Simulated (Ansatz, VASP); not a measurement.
# Si2MoN4 (MoSi2N4 bilayer, AA'): VASP beside Ansatz, part 2 of 2

Aim: how closely do two programs agree when they are given the same cell, functional and k mesh? The structure shown is the start of the Ansatz relaxation below; VASP solves that cell, so the two are compared at the walk's first step.

VASP 6.6.1 and Ansatz 0.2.0.

So far: The starting structure; Ansatz: relaxation, LDA.

**3. VASP: single point, LDA, start cell**

Level of this step: LDA, no spin polarisation; plane waves and PAW (N, Si, Mo_sv) (VASP).

The same cell, functional (in two slightly different forms), mesh and smearing now go to VASP, with its own data sets.

Lines of VASP's logs that name or quote its potential files are left out, and so is its time.

INCAR reads:

```
SYSTEM = Si2MoN4
PREC = Accurate
ENCUT = 520
EDIFF = 1E-06
NELM = 120
ISMEAR = -1
SIGMA = 0.05
LREAL = .FALSE.
ALGO = Normal
GGA = CA
NBANDS = 56
LASPH = .TRUE.
LORBIT = 11
LWAVE = .FALSE.
LCHARG = .FALSE.
ISIF = 2
LDIPOL = .TRUE.
IDIPOL = 3
DIPOL = 0.5 0.5 0.5
LVHAR = .TRUE.
GGA_COMPAT = .FALSE.
EFERMI = MIDGAP
NELMDL = -8
KPAR = 4
```

POSCAR reads:

```
Si2MoN4
1.0
    2.9200000000      0.0000000000      0.0000000000
   -1.4600000000      2.5287940000      0.0000000000
    0.0000000000      0.0000000000     64.8235810000
N Si Mo
8 4 2
Direct
    0.0000000000      0.0000000000      0.3694643158
    0.3333333992      0.6666667985      0.4037023502
    0.3333333992      0.6666667985      0.4410795818
    0.0000000000      0.0000000000      0.4753176317
    0.3333333992      0.6666667985      0.5246823837
    0.0000000000      0.0000000000      0.5589204182
    0.0000000000      0.0000000000      0.5962976498
    0.3333333992      0.6666667985      0.6305356842
    0.3333333992      0.6666667985      0.3767060015
    0.3333333992      0.6666667985      0.4680759306
    0.0000000000      0.0000000000      0.5319240694
    0.0000000000      0.0000000000      0.6232939985
    0.0000000000      0.0000000000      0.4223909660
    0.3333333992      0.6666667985      0.5776090340
```

KPOINTS reads:

```
Automatic mesh
0
Gamma
12 12 1
0 0 0
```

Potentials, in the order of the species: N, Si and Mo_sv (LDA family, release 64).

Launch:

```console
> mpirun -np 4 vasp_std
```

Numbers of over 12 decimals in the logs are rounded to 6 here.

The log of the run:

```text
[banner, memory and clock lines left out]
running    4 mpi-ranks, on    1 nodes
 distrk:  each k-point on    1 cores,    4 groups
 distr:  one band on    1 cores,    1 groups

 POSCAR found type information on POSCAR N SiMo
 POSCAR found :  3 types and      14 ions
 LDA part: xc-table for (Slater(with rela. corr.)+CA(PZ))
 , standard interpolation
|                                                                             |
|           W    W    AA    RRRRR   N    N  II  N    N   GGGG   !!!           |
|           W    W   A  A   R    R  NN   N  II  NN   N  G    G  !!!           |
|           W    W  A    A  R    R  N N  N  II  N N  N  G       !!!           |
|           W WW W  AAAAAA  RRRRR   N  N N  II  N  N N  G  GGG   !            |
|           WW  WW  A    A  R   R   N   NN  II  N   NN  G    G                |
|           W    W  A    A  R    R  N    N  II  N    N   GGGG   !!!           |
|                                                                             |
|     One of the lattice vectors is very long (>50 A), but AMIN is rather     |
|     large. This can spoil convergence since charge sloshing might occur     |
|     along the long lattice vector. If problems with convergence are         |
|     observed, try to decrease AMIN to a smaller value (e.g. 0.01).          |
|     Note: This warning only applies if the self-consistency cycle is        |
|     used.                                                                   |
|                                                                             |

 POSCAR, INCAR and KPOINTS ok, starting setup
 FFT: planning ... GRIDC
 FFT: planning ... GRID_SOFT
 FFT: planning ... GRID
 WAVECAR not read
 entering main loop
       N       E                     dE             d eps       ncg     rms          rms(c)
DAV:   1     0.777390018553E+03    0.77739E+03   -0.40987E+04  2488   0.123E+03
DAV:   2    -0.655468152674E+02   -0.84294E+03   -0.81933E+03  2856   0.327E+02
DAV:   3    -0.154061020882E+03   -0.88514E+02   -0.87372E+02  2472   0.106E+02
DAV:   4    -0.156972426197E+03   -0.29114E+01   -0.28953E+01  2752   0.200E+01
DAV:   5    -0.157067247039E+03   -0.94821E-01   -0.94707E-01  2624   0.339E+00
DAV:   6    -0.157071367727E+03   -0.41207E-02   -0.41200E-02  2848   0.687E-01
DAV:   7    -0.157071518117E+03   -0.15039E-03   -0.15038E-03  2696   0.121E-01
DAV:   8    -0.157071523190E+03   -0.50731E-05   -0.50729E-05  2600   0.213E-02    0.579E+01
DAV:   9    -0.137771188719E+03    0.19300E+02   -0.90248E+01  2416   0.423E+01    0.141E+01
DAV:  10    -0.136814599546E+03    0.95659E+00   -0.12539E+01  2560   0.203E+01    0.162E+01
DAV:  11    -0.136247944940E+03    0.56665E+00   -0.82890E-01  2464   0.558E+00    0.504E+00
DAV:  12    -0.136183393261E+03    0.64552E-01   -0.36119E-01  2712   0.285E+00    0.929E-01
DAV:  13    -0.136179021133E+03    0.43721E-02   -0.36191E-02  2568   0.895E-01    0.775E-01
DAV:  14    -0.136176865843E+03    0.21553E-02   -0.78113E-03  2584   0.422E-01    0.257E-01
[...]
DAV:  23    -0.136177881828E+03   -0.63945E-04   -0.24444E-06  1904   0.526E-03    0.335E-03
DAV:  24    -0.136177903410E+03   -0.21582E-04   -0.39133E-07  1728   0.227E-03    0.194E-03
DAV:  25    -0.136177922676E+03   -0.19266E-04   -0.44572E-07  1704   0.186E-03    0.584E-04
DAV:  26    -0.136177933593E+03   -0.10917E-04   -0.23598E-07  1656   0.115E-03    0.546E-04
DAV:  27    -0.136177938303E+03   -0.47093E-05   -0.88619E-08  1576   0.104E-03    0.221E-04
DAV:  28    -0.136177940842E+03   -0.25395E-05   -0.69117E-08  1568   0.873E-04    0.306E-04
DAV:  29    -0.136177942288E+03   -0.14464E-05   -0.26217E-08  1552   0.438E-04    0.264E-04
DAV:  30    -0.136177943192E+03   -0.90368E-06   -0.19817E-08  1504   0.462E-04
   1 F= -.13617794E+03 E0= -.13617794E+03  d E =-.200977E-07
```

Parts of OUTCAR (step 3):

```text
ion  position               nearest neighbor table
   1  0.000  0.000  0.369-   9 1.75   9 1.75   9 1.75
   2  0.333  0.667  0.404-   9 1.75  13 2.08  13 2.08  13 2.08
   3  0.333  0.667  0.441-  10 1.75  13 2.08  13 2.08  13 2.08
   4  0.000  0.000  0.475-  10 1.75  10 1.75  10 1.75
   5  0.333  0.667  0.525-  11 1.75  11 1.75  11 1.75
   6  0.000  0.000  0.559-  11 1.75  14 2.08  14 2.08  14 2.08
   7  0.000  0.000  0.596-  12 1.75  14 2.08  14 2.08  14 2.08
   8  0.333  0.667  0.631-  12 1.75  12 1.75  12 1.75
   9  0.333  0.667  0.377-   1 1.75   1 1.75   2 1.75   1 1.75
  10  0.333  0.667  0.468-   4 1.75   4 1.75   3 1.75   4 1.75
  11  0.000  0.000  0.532-   5 1.75   5 1.75   6 1.75   5 1.75
  12  0.000  0.000  0.623-   8 1.75   8 1.75   7 1.75   8 1.75
  13  0.000  0.000  0.422-   3 2.08   2 2.08   3 2.08   2 2.08   3 2.08   2 2.08
  14  0.333  0.667  0.578-   6 2.08   7 2.08   6 2.08   7 2.08   6 2.08   7 2.08

  LATTYP: Found a hexagonal cell.
 ALAT       =     2.9200000000
 C/A-ratio  =    22.1998565068

 Subroutine GETGRP returns: Found 12 space group operations
 (whereof  6 operations were pure point group operations)

The static configuration has the point symmetry C_3v.
 The point group associated with its full space group is D_3d.

 Found     19 irreducible k-points:

   k-points           NKPTS =     19   k-points in BZ     NKDIM =     19   number of bands    NBANDS=     56

   dimension x,y,z NGX =    24 NGY =   24 NGZ =  486
   dimension x,y,z NGXF=    48 NGYF=   48 NGZF=  972

   ENCUT  =  520.0 eV  38.22 Ry    6.18 a.u.   5.43  5.43120.53*2*pi/ulx,y,z

   NELECT =      84.0000    total number of electrons

 k-points in reciprocal lattice and weights: Automatic mesh
   0.00000000  0.00000000  0.00000000       0.007
   0.08333333 -0.00000000  0.00000000       0.042
   0.16666667  0.00000000  0.00000000       0.042
   0.25000000  0.00000000  0.00000000       0.042
   0.33333333  0.00000000  0.00000000       0.042
   0.41666667  0.00000000  0.00000000       0.042
   0.50000000  0.00000000  0.00000000       0.021
   0.08333333  0.08333333  0.00000000       0.042
   0.16666667  0.08333333  0.00000000       0.083
[...]
0.33333333  0.25000000  0.00000000       0.083
   0.33333333  0.33333333  0.00000000       0.014

 dipolmoment           0.000000      0.000000     -0.000005 electrons x Angstroem

 average (electrostatic) potential at core
       1 -69.8216       2 -69.3948       3 -69.3951       4 -69.8240       5 -69.8241
       6 -69.3953       7 -69.3949       8 -69.8218       9 -92.9207      10 -92.9209
      11 -92.9210      12 -92.9208      13 -83.0895      14 -83.0896

 E-fermi :  -0.2776

 k-point     1 :       0.0000    0.0000    0.0000
  band No.  band energies     occupation
    ...
     38      -3.7987      2.00000
     39      -3.5788      2.00000
     40      -3.2072      2.00000
     41      -1.0746      2.00000
     42      -1.0162      2.00000
     43       1.8321      0.00000
     44       1.8321      0.00000
     45       1.8326      0.00000
     46       1.8326      0.00000
     47       1.8879      0.00000
    ...

 k-point     2 :       0.0833   -0.0000    0.0000
  band No.  band energies     occupation
    ...
     38      -3.9052      2.00000
     39      -3.3484      2.00000
     40      -3.1184      2.00000
     41      -1.1619      2.00000
     42      -1.1300      2.00000
     43       1.6049      0.00000
     44       1.6621      0.00000
     45       1.7621      0.00000
     46       1.8014      0.00000
     47       1.8016      0.00000
    ...

 k-point     3 :       0.1667    0.0000    0.0000
  band No.  band energies     occupation
    ...
     38      -4.0561      2.00000
     39      -3.3369      2.00000
     40      -3.1748      2.00000
     41      -1.5637      2.00000
     42      -1.5630      2.00000
     43       1.5163      0.00000
     44       1.6049      0.00000
     45       1.7264      0.00000
     46       1.7268      0.00000
     47       1.7816      0.00000
    ...

  Total       -9.9911114     -9.9911100      1.9828049      0.0000000     -0.0000000      0.0000000
  in kB      -33.4422169    -33.4422122      6.6368382      0.0000000     -0.0000000      0.0000000
  external PRESSURE =     -20.0825303 kB  Pullay stress =       0.0000000 kB

  energy-cutoff  :      520.00
  volume of cell :      478.66
      direct lattice vectors                 reciprocal lattice vectors
     2.920000000  0.000000000  0.000000000     0.342465753  0.197722709  0.000000000
    -1.460000000  2.528794000  0.000000000     0.000000000  0.395445418  0.000000000
     0.000000000  0.000000000 64.823581000     0.000000000  0.000000000  0.015426485

 POSITION                                       TOTAL-FORCE (eV/Angst)
 -----------------------------------------------------------------------------------
      0.00000      0.00000     23.95000         0.000000     -0.000000     -0.325465
     -0.00000      1.68586     26.16943         0.000000      0.000000     -0.494597
     -0.00000      1.68586     28.59236        -0.000000     -0.000000      0.499040
      0.00000      0.00000     30.81179        -0.000000     -0.000000      0.329425
     -0.00000      1.68586     34.01179         0.000000     -0.000000     -0.329425
      0.00000      0.00000     36.23122         0.000000     -0.000000     -0.499040
      0.00000      0.00000     38.65415        -0.000000     -0.000000      0.494597
     -0.00000      1.68586     40.87358        -0.000000     -0.000000      0.325465
     -0.00000      1.68586     24.41943         0.000000     -0.000000      0.375347
     -0.00000      1.68586     30.34236         0.000000      0.000000     -0.312073
      0.00000      0.00000     34.48122         0.000000      0.000000      0.312073
      0.00000      0.00000     40.40415        -0.000000      0.000000     -0.375347
      0.00000      0.00000     27.38089        -0.000000      0.000000     -0.000933
     -0.00000      1.68586     37.44269         0.000000     -0.000000      0.000933
 -----------------------------------------------------------------------------------
    total drift:                                0.000001     -0.001381     -0.001067

  FREE ENERGIE OF THE ION-ELECTRON SYSTEM (eV)
  ---------------------------------------------------
  free  energy   TOTEN  =      -136.1779431921 eV

  energy  without entropy=     -136.1779431720  energy(sigma->0) =     -136.17794318

 vacuum level on the upper side and lower side of the slab         4.225         4.225

 total charge
# of ion       s       p       d       tot
------------------------------------------
    1        1.209   2.659   0.000   3.868
    2        1.231   2.547   0.000   3.778
    3        1.231   2.547   0.000   3.778
    4        1.209   2.658   0.000   3.868
    5        1.209   2.658   0.000   3.868
    6        1.231   2.547   0.000   3.778
    7        1.231   2.547   0.000   3.778
    8        1.209   2.659   0.000   3.868
    9        0.684   0.979   0.000   1.662
   10        0.683   0.978   0.000   1.662
   11        0.683   0.978   0.000   1.662
   12        0.684   0.979   0.000   1.662
   13        2.325   6.299   3.964  12.588
   14        2.325   6.299   3.964  12.588
--------------------------------------------------
tot         17.144  37.334   7.928  62.406

[... 3 further parts left out ...]
```

**4. Comparison**

Known differences besides the potentials themselves: the two LDA forms differ slightly; Ansatz cuts the interaction across the vacuum, VASP repeats the sheet with a dipole correction; the cutoff is 420 eV in Ansatz and 520 eV in VASP; VASP's log shows a relativistic correction to its local exchange, Ansatz's none. Total energies have different zeros and are not compared.

Forces on 7 of the 14 atoms, those with the largest forces and the largest differences (eV/Å; atoms numbered as in POSCAR):

```csv
atom,"Ansatz x, y, z","VASP x, y, z"
N2,"0.000, 0.000, -0.455","0.000, 0.000, -0.495"
N3,"0.000, 0.000, 0.459","0.000, 0.000, 0.499"
N6,"0.000, 0.000, -0.459","0.000, 0.000, -0.499"
N7,"0.000, 0.000, 0.455","0.000, 0.000, 0.495"
Si9,"0.000, 0.000, 0.401","0.000, 0.000, 0.375"
Si11,"0.000, 0.000, 0.337","0.000, 0.000, 0.312"
Si12,"0.000, 0.000, -0.401","0.000, 0.000, -0.375"
```

The forces differ by 15 meV/Å r.m.s., which is 7.3 % of the r.m.s. force of 0.212 eV/Å (both taken over all components). With vacuum in the cell, a pressure given here is an average over mostly empty space and none of the material.

**5. What came out**

```json
{
 "r.m.s. force difference (single point, LDA, start cell)": "7.3 % of the r.m.s. force"
}
```

In words: The r.m.s. force difference is 7.3 % of the r.m.s. force (single point, LDA, start cell), beyond the 3 % picked in this series as the mark of a large difference. What causes the difference of the single point, LDA, start cell pair stays open here. 1 further run of this series is not shown here. How closely two codes agree says nothing of how well the functional describes the real material.

[Lines on the potential files, build, host, timing and source positions are cut from VASP's logs without a mark.]

[Logs are printed without paths, hosts, clocks, repeated set-up lines and the standing remarks that a program may print on its own settings, such as how far it seeks lower states.]

[Hosts, paths, dates, database ids (printed as entryN), source tags and the programs' standing remarks are cut or masked in the printed files.]
